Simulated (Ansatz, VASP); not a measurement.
**CoCu2SnSe2S2 (Cu2CoSnS2Se2, stannite) in two plane-wave programs**

One calculation is typed for both programs; each brings its own data sets. How far apart do they land? The cell is invented: As first built, before any earlier steps moved the atoms (in the runner's words): 1x2x1 conventional cells of the CoCu2SnS4 type (32 atoms: 8 S, 4 Co, 8 Cu, 8 Se, 4 Sn); S/Se share their sites, the best of 600 random draws by like-pair counts in two shells; start lattice by linear mixing of the end members' cells; atoms moved at random by 0.02 A. Start moments point up or down at random, in equal numbers. It may not be a known or stable phase. Of the first pair: The structure shown is the start of the Ansatz relaxation below; VASP solves that cell, so the two are compared at the walk's first step.

Main program and level: Ansatz 0.2.0; plane waves, with VASP 6.6.1 beside it; single point at PBEsol.

## (1) Set-up

The cell holds 32 atoms: 8 S, 4 Co, 8 Cu, 8 Se and 4 Sn. Cell: a = 5.532 Å, b = 11.063 Å, c = 11.052 Å, α = 90.0°, β = 90.0°, γ = 90.0°. It derives from CoCu2SnS4 (CoCu2SnS4 type, space group 121), repeated 1×2×1. As first built, before any earlier steps moved the atoms (in the runner's words): 1x2x1 conventional cells of the CoCu2SnS4 type (32 atoms: 8 S, 4 Co, 8 Cu, 8 Se, 4 Sn); S/Se share their sites, the best of 600 random draws by like-pair counts in two shells; start lattice by linear mixing of the end members' cells; atoms moved at random by 0.02 A. Start moments point up or down at random, in equal numbers.

## (2) Ansatz: relaxation, PBEsol

Ansatz runs on its default PAW (the set named soft_2) files.

The two programs are compared at the cell with which this relaxation starts, whose forces are those of its first step.

input.yaml

```yaml
crystal:
  lattice:
    - [5.5316, 0.0, 0.0]
    - [0.0, 11.0632, 0.0]
    - [0.0, 0.0, 11.0518]
  atoms:
    - { symbol: S, position: [0.23247, 0.12214, 0.13275] }
    - { symbol: S, position: [0.25246, 0.37231, 0.36671] }
    - { symbol: S, position: [0.76857, 0.11703, 0.86535] }
    - { symbol: S, position: [0.74228, 0.62826, 0.36798] }
    - { symbol: S, position: [0.26112, 0.87192, 0.36692] }
    - { symbol: S, position: [0.73959, 0.87138, 0.63482] }
    - { symbol: S, position: [0.24254, 0.87516, 0.86986] }
    - { symbol: S, position: [0.25611, 0.63055, 0.6323] }
    - { symbol: Co, position: [0.00392, 0.99941, 0.00271], spin: -3.0 }
    - { symbol: Co, position: [0.50474, 0.24884, 0.49473], spin: 3.0 }
    - { symbol: Co, position: [0.00127, 0.49822, 0.00179], spin: 3.0 }
    - { symbol: Co, position: [0.50138, 0.74933, 0.49829], spin: -3.0 }
    - { symbol: Cu, position: [0.99694, 0.25266, 0.25175] }
    - { symbol: Cu, position: [0.49923, 0.00059, 0.25167] }
    - { symbol: Cu, position: [0.49935, 0.99674, 0.75302] }
    - { symbol: Cu, position: [0.99885, 0.2489, 0.75006] }
    - { symbol: Cu, position: [0.99656, 0.74805, 0.25042] }
    - { symbol: Cu, position: [0.49746, 0.50079, 0.25075] }
    - { symbol: Cu, position: [0.50719, 0.49954, 0.75019] }
    - { symbol: Cu, position: [0.99808, 0.75218, 0.75091] }
    - { symbol: Se, position: [0.74354, 0.1324, 0.36735] }
    - { symbol: Se, position: [0.75894, 0.37661, 0.13007] }
    - { symbol: Se, position: [0.74031, 0.37127, 0.63125] }
    - { symbol: Se, position: [0.23871, 0.38035, 0.86581] }
    - { symbol: Se, position: [0.25586, 0.12837, 0.63125] }
    - { symbol: Se, position: [0.24529, 0.62368, 0.13512] }
    - { symbol: Se, position: [0.76355, 0.87542, 0.13488] }
    - { symbol: Se, position: [0.75751, 0.62359, 0.86568] }
    - { symbol: Sn, position: [0.50305, 0.25328, 0.00118] }
    - { symbol: Sn, position: [0.00062, 0.99979, 0.50104] }
    - { symbol: Sn, position: [0.4995, 0.74799, 0.00123] }
    - { symbol: Sn, position: [0.00623, 0.50083, 0.50207] }
magnetization:
  spin_polarized: true
kpoints:
  mp_grid: { grid: [3, 2, 2], shift: [0.0, 0.5, 0.5] }
hamiltonian:
  xc: pbesol
scf:
  occupations: { method: fermi_dirac, width: 0.03 }
output:
  forces: true
  stress: true
relax:
  f_tol: 0.02
  max_steps: 45
  cell: { stress_tol: 0.1 }
```

Run with:

```bash
ansatz run input.yaml --threads 8 --pin off --max-ram 15360MiB --backend cpu --events-out ev --progress --plain --runs-dir out
```

Numbers of over 12 decimals in the logs are rounded to 6 here.

The log of the run:

```text
The last accepted step is kept in <dir> (removed where the run ends without a failure and the disk answers)
Engine: ansatz 0.2.0, x86_64-unknown-linux-gnu
Pseudopotentials: kind: paw
Pseudopotential: S, paw, valence charge 6, recommended cutoff 420 eV (normal), S.paw.azcp
Pseudopotential: Co, paw, valence charge 17, recommended cutoff 420 eV (normal), Co.paw.azcp
Pseudopotential: Cu, paw, valence charge 19, recommended cutoff 420 eV (normal), Cu.paw.azcp
Pseudopotential: Se, paw, valence charge 16, recommended cutoff 420 eV (normal), Se.paw.azcp
Pseudopotential: Sn, paw, valence charge 14, recommended cutoff 420 eV (normal), Sn.paw.azcp
Functional definition: PBEsol
  exchange = pbesol_x
  correlation = pbesol_c
Crystal: 32 atoms, lattice volume = 676.339 Å³
Basis set: ecut = 420 eV, 13287 PW (Γ), exchange–correlation on 80×150×150 points (8 copies of the dense FFT grid, shifted against one another)
Bands: 279, of which v1, the nominal top of the filled ones, is band 226 counted from 1 (225 counted from 0)
Symmetry: 1 space group operations
Space group: P1 (ITA 1), of the structure as read, at distance tolerance 8.8e-5 Å
Magnetic group: BNS 1.1 (UNI 1), of the structure as read, at distance tolerance 8.8e-5 Å
k-points: 6 of 12 (time reversal used)
Non-local potential: S, projectors of the file, l = 0: 2, l = 1: 2, l = 2: 2
Non-local potential: Co, projectors of the file, l = 0: 3, l = 1: 2, l = 2: 3, l = 3: 1
Non-local potential: Cu, projectors of the file, l = 0: 3, l = 1: 2, l = 2: 3, l = 3: 1
Non-local potential: Se, projectors of the file, l = 0: 2, l = 1: 2, l = 2: 3, l = 3: 1
Non-local potential: Sn, projectors of the file, l = 0: 2, l = 1: 2, l = 2: 2, l = 3: 2
PAW form: soft (Blöchl's): semilocal exchange-correlation on the pseudo side does not see the compensation charge
PAW frozen core: S, regenerated for the run's functional, and the local potential with it (the file was generated under x = pbe(κ = 0.804, μ = 0.219515), c = pbe(β = 0.066725))
PAW frozen core: Co, regenerated for the run's functional, and the local potential with it (the file was generated under x = pbe(κ = 0.804, μ = 0.219515), c = pbe(β = 0.066725))
PAW frozen core: Cu, regenerated for the run's functional, and the local potential with it (the file was generated under x = pbe(κ = 0.804, μ = 0.219515), c = pbe(β = 0.066725))
PAW frozen core: Se, regenerated for the run's functional, and the local potential with it (the file was generated under x = pbe(κ = 0.804, μ = 0.219515), c = pbe(β = 0.066725))
PAW frozen core: Sn, regenerated for the run's functional, and the local potential with it (the file was generated under x = pbe(κ = 0.804, μ = 0.219515), c = pbe(β = 0.066725))
PAW one-centre angular grid: S, 110 points (default); XC on 64 Gauss nodes
PAW one-centre angular grid: Co, 590 points (default); XC on 64 Gauss nodes
PAW one-centre angular grid: Cu, 590 points (default); XC on 64 Gauss nodes
PAW one-centre angular grid: Se, 590 points (default); XC on 64 Gauss nodes
PAW one-centre angular grid: Sn, 590 points (default); XC on 64 Gauss nodes
Initial density: superposition of atomic densities (chi_scale 0.1, normalization cell)
Starting moments: Σ|m| = 12 μB on 4 of 32 sites
Starting magnetic order: compensated ferrimagnet; no operation exchanges its spin sublattices
Initial wavefunctions: pseudopotential atomic-orbital guess
Functional: x = pbesol(κ = 0.804, μ = 0.123457), c = pbesol(β = 0.046)
SCF iter   1: F=—  HF=-147364.927762 eV  |F-HF|=—  |Δ(HF+E_count)|=         —  Δρ=7.04e-2 (↑7.04e-2 ↓7.01e-2)  dr2=1.01e2  dr2_m=2.10e0  M=-0.161 μB ∫|m|=10.941 μB  β_m=0.30  ethr=3.10e-3  ⟨swp⟩=6.0  Hψ=12398  notcnv=0  defer=87
Mixer restart at iter 1: flushing history
preconditioner: auto → Kerker (q_TF=auto, 2.551 Å⁻¹)  [metal: Δε(μ)=0.003 eV  Ē_g=10.708 eV  σ=0.030 eV  W_gap=0.02  n_scr=192 (ndim 8)  ℏωp=23.7 eV  f_vac=0.018  D(μ)=32.96/eV (n_scr^D=300)]
spin=Collinear: Kerker preconditioning applied to the charge; magnetization (m = ρ↑ − ρ↓) channel mixes plain (no charge-response kernel on spin).
SCF iter   2: F=—  HF=-147363.420715 eV  |F-HF|=—  |Δ(HF+E_count)|=    1.51e0  Δρ=3.05e-2 (↑3.05e-2 ↓2.99e-2)  dr2=1.33e1  dr2_m=8.45e-1  M=-0.001 μB ∫|m|=11.361 μB  β_m=0.27  ethr=3.10e-3  ⟨swp⟩=3.0  Hψ=7202  notcnv=0  defer=447
preconditioner: auto → Resta (q_TF=auto, 2.551 Å⁻¹)  ε∞=5.4  [insulator: Δε(μ)=0.199 eV  Ē_g=11.279 eV  σ=0.030 eV  W_gap=0.93  n_scr=192 (ndim 8)  ℏωp=23.7 eV  f_vac=0.022  D(μ)=2.12/eV (n_scr^D=4)  ε∞_Penn≈5.4]
spin=Collinear: Resta preconditioning applied to the charge; magnetization (m = ρ↑ − ρ↓) channel mixes plain (no charge-response kernel on spin).
[...]
SCF iter  14: F=-147362.520192 eV  HF=-147362.520192 eV  |F-HF|=3.20e-10  |Δ(HF+E_count)|=    0.00e0  Δρ=1.45e-7 (↑1.04e-7 ↓1.45e-7)  dr2=3.55e-10  dr2_m=3.71e-11  M=0.029 μB ∫|m|=9.480 μB  ethr=1.00e-12  ⟨swp⟩=2.0  Hψ=7901  notcnv=0
SCF 6 converged in 14 iterations: F = -147362.520192 eV  dr2 = 3.55e-10
[...]
SCF converged after 14 iterations
Magnetization: 0.0285 μB (226.0143 up, 225.9857 down)
Absolute magnetization: 9.4861 μB (∫|ρ↑−ρ↓|, with the PAW one-centre terms)
Spin contamination: 5.0026 ħ² per cell (⟨S²⟩ above its minimum at these occupations)
Per-site moments (μB) at R_I (Å): [(-0.049047, 0.909625), (0.048512, 0.896414), (-0.044020, 0.905890), (-0.047316, 0.911503), (-0.045274, 0.914280), (-0.046707, 0.912504), (-0.042617, 0.910292), (-0.049633, 0.910599), (-1.713627, 0.905890), (1.694342, 0.896414), (1.722665, 0.946612), (-1.728301, 0.910599), (0.036115, 0.926053), (-0.050188, 0.926987), (-0.042925, 0.931239), (0.038949, 0.915744), (-0.042966, 0.925451), [...]
Free energy (F): -147362.520192 eV
Harris-Foulkes:  -147362.520192 eV  (|F-HF|=3.20e-10)
Internal energy: -147362.503592 eV  (E = F + TS)
E sigma→0 (E₀):  -147362.511892 eV
Entropy (-TS):   -0.016600 eV (-0.519 meV/atom)
Fermi energy:    9.494281 eV
--- Per-component energies (eV) ---
  E_band       = -8834.134499
  E_kinetic    = 6763.150803
  E_local      = -86452.907788  (includes V_loc(G=0)·N_el)
  E_nonlocal   = 394.548608
  E_hartree    = 39705.757120
  E_xc         = -4442.835981
  E_vxc        = -3596.535305  (∫ρ·V_xc dr)
  E_paw        = -54872.745827  (= ΣΔE_a)
  E_vpaw       = -5353.903772  (= ΣTr[D̂ρ^β])
  E_aug_tail   = -0.002365  (compensation charges beyond the density's cutoff)
  E_ewald      = -48469.574014
  E_core_change = 12.105851  (= ΣΔE_core)
  E_smearing   = -0.016600  (= −TS)
  E_closure    = -0.000000  (closes the sum)
  Σ components = -147362.520192   (vs F -147362.520192, Δ=0.00e0)
--- Forces (eV/Å), atoms counted from 1 ---
  atom   1  S      0.00165300     0.00201274     0.01256638
  atom   2  S      0.00870836    -0.01372655    -0.00177044
  atom   3  S      0.00022377     0.00075982    -0.00164150
  atom   4  S     -0.00699149    -0.00103682    -0.00482432
  atom   5  S      0.00955622     0.00329034    -0.00587246
  atom   6  S     -0.00348871    -0.00395909     0.00283827
  atom   7  S     -0.00154671     0.00121858    -0.00151042
  atom   8  S     -0.00160942    -0.00228846     0.00608511
  atom   9  Co    -0.00535856    -0.00163756    -0.00175374
  atom  10  Co     0.00336428     0.00807261     0.00383136
  atom  11  Co     0.00080540    -0.00361850     0.00036453
  atom  12  Co    -0.00513244     0.00796574    -0.00345477
  atom  13  Cu     0.00071498     0.00261074    -0.00085818
  atom  14  Cu    -0.00058444    -0.00240137    -0.00087141
  atom  15  Cu    -0.00194999    -0.00048849     0.00193621
  atom  16  Cu     0.00500095     0.00110106     0.00454538
  atom  17  Cu     0.00110683    -0.00320035     0.00383775
  atom  18  Cu     0.00068880    -0.00107333     0.00667939
  atom  19  Cu     0.00353007    -0.00162498    -0.00216286
  atom  20  Cu    -0.00024386    -0.00228547    -0.00202211
  atom  21  Se    -0.00150788     0.00129997    -0.00126859
  atom  22  Se     0.00676982    -0.00257493     0.00029752
  atom  23  Se    -0.00656778    -0.00014764    -0.00558780
  atom  24  Se    -0.00860800     0.00399561     0.00267628
  atom  25  Se    -0.00441475     0.00023567    -0.00427739
  atom  26  Se    -0.00460834    -0.00011601    -0.00502432
  atom  27  Se     0.00490876     0.00304315    -0.00048094
  atom  28  Se     0.00218956    -0.00352385     0.00198004
  atom  29  Sn    -0.00035731    -0.00338019    -0.00368851
  atom  30  Sn    -0.00220677    -0.00052754     0.00129590
  atom  31  Sn     0.00223095     0.00316760    -0.00174529
  atom  32  Sn     0.00372470     0.00883748    -0.00011803
  max |Σ_I F_I| component: 1.05e-6 eV/Å
--- Stress (GPa, compression-positive) ---
        0.031496      -0.007686      -0.005166
       -0.007686       0.046910       0.004922
       -0.005166       0.004922       0.007019
  P = ⅓ Tr σ = 0.0285 GPa (0.285 kbar)
--- Relaxed structure (5 steps of the walk, 5 accepted, 1 SCFs on fresh bases) ---
  F+E_penalty+E_count = -147362.52019150 eV   max|allowed force component| = 1.373e-2 eV/Å   (the final SCF, on the basis selected at the relaxed cell)
  cell:  # Å, volume = 642.2522 Å³
    - [5.469442, 0.00713633, -0.00396366]
    - [0.014273, 10.914926, -0.00776295]
    - [-0.00791915, -0.00775496, 10.758284]
  atoms:
    - { symbol: S, position: [0.227093, 0.111380, 0.126436] }
    - { symbol: S, position: [0.271001, 0.367466, 0.367153] }
    - { symbol: S, position: [0.770799, 0.105783, 0.870915] }
    - { symbol: S, position: [0.727681, 0.639037, 0.374790] }
    - { symbol: S, position: [0.271738, 0.862362, 0.371495] }
    - { symbol: S, position: [0.730313, 0.860942, 0.630719] }
    - { symbol: S, position: [0.231766, 0.887267, 0.865613] }
    - { symbol: S, position: [0.271794, 0.643275, 0.625015] }
    - { symbol: Co, position: [0.012612, 1.000441, -0.00576122] }
    - { symbol: Co, position: [0.486780, 0.255656, 0.493503] }
    - { symbol: Co, position: [-0.00183234, 0.499470, 6.327895531544128e-5] }
    - { symbol: Co, position: [0.502920, 0.753600, 0.500050] }
    - { symbol: Cu, position: [1.032200, 0.245822, 0.249748] }
    - { symbol: Cu, position: [0.468518, -0.00138312, 0.251162] }
    - { symbol: Cu, position: [0.517230, 0.989750, 0.754465] }
    - { symbol: Cu, position: [0.983165, 0.236970, 0.756658] }
    - { symbol: Cu, position: [0.994709, 0.751013, 0.265280] }
    - { symbol: Cu, position: [0.506160, 0.503323, 0.266325] }
    - { symbol: Cu, position: [0.482574, 0.510415, 0.739951] }
    - { symbol: Cu, position: [1.016867, 0.758415, 0.742272] }
    - { symbol: Se, position: [0.727687, 0.136106, 0.363705] }
    - { symbol: Se, position: [0.774773, 0.385182, 0.137888] }
    - { symbol: Se, position: [0.724280, 0.363108, 0.632852] }
    - { symbol: Se, position: [0.225690, 0.384041, 0.863784] }
    - { symbol: Se, position: [0.277993, 0.132107, 0.633731] }
    - { symbol: Se, position: [0.226755, 0.614644, 0.137673] }
    - { symbol: Se, position: [0.774705, 0.890247, 0.134864] }
    - { symbol: Se, position: [0.775466, 0.617544, 0.861829] }
    - { symbol: Sn, position: [0.504692, 0.242534, 5.2308867756463244e-5] }
    - { symbol: Sn, position: [-0.00326622, 0.992665, 0.500624] }
    - { symbol: Sn, position: [0.494581, 0.754583, -0.00184274] }
    - { symbol: Sn, position: [0.00577708, 0.503815, 0.498897] }
```

In the SCF lines HF is the Harris–Foulkes energy and dr2 the Hartree energy of the density residual, in eV; the loop may stop once dr2 is under the threshold and the program's other checks hold. Hψ counts applications of the Hamiltonian.

(Continued in part 2 of 2.)

[Lines on the potential files, build, host, timing and source positions are cut from VASP's logs without a mark.]

[Logs are printed without paths, hosts, clocks, repeated set-up lines and the standing remarks that a program may print on its own settings, such as how far it seeks lower states.]

[Hosts, paths, dates, database ids (printed as entryN), source tags and the programs' standing remarks are cut or masked in the printed files.]
